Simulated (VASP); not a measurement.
OSZICAR of a VASP run on W (bcc):

OSZICAR:
```
       N       E                     dE             d eps       ncg     rms          rms(c)
DAV:   1     0.728896014188E+02    0.72890E+02   -0.75438E+03  2320   0.138E+03
DAV:   2    -0.121404722383E+02   -0.85030E+02   -0.82289E+02  2452   0.321E+02
DAV:   3    -0.135414057574E+02   -0.14009E+01   -0.13843E+01  2634   0.413E+01
DAV:   4    -0.135484697500E+02   -0.70640E-02   -0.70590E-02  2447   0.324E+00
DAV:   5    -0.135485303698E+02   -0.60620E-04   -0.60618E-04  2593   0.297E-01    0.213E+01
DAV:   6    -0.130693472352E+02    0.47918E+00   -0.55324E-01  2423   0.100E+01    0.862E+00
DAV:   7    -0.129368171238E+02    0.13253E+00   -0.31021E-01  2522   0.704E+00    0.644E-01
DAV:   8    -0.129323204774E+02    0.44966E-02   -0.36618E-03  2369   0.897E-01    0.833E-02
DAV:   9    -0.129323325001E+02   -0.12023E-04   -0.78737E-05  2601   0.117E-01    0.490E-02
DAV:  10    -0.129323301249E+02    0.23752E-05   -0.10669E-05  2435   0.483E-02    0.144E-02
DAV:  11    -0.129323309289E+02   -0.80391E-06   -0.22017E-07  2403   0.523E-03    0.939E-04
DAV:  12    -0.129323307667E+02    0.16210E-06   -0.14191E-08  1255   0.128E-03    0.224E-04
DAV:  13    -0.129323307406E+02    0.26160E-07   -0.81922E-10  1201   0.412E-04
   1 F= -.12932331E+02 E0= -.12932161E+02  d E =-.509330E-03
```

Q: Which electronic solver shows in the log?

A: It is blocked Davidson (ALGO = Normal, or the opening steps of other solvers). The INCAR had ALGO = Normal.

Q: Can the final energy be trusted as converged?

A: Self-consistency was reached. It stopped with EDIFF = 1E-7, NELM = 100 (PBE GGA, plane waves, VASP's PBE PAW potentials (set 64)).

The compound is W in the bcc structure. This cell was strained or had an atom moved on purpose.
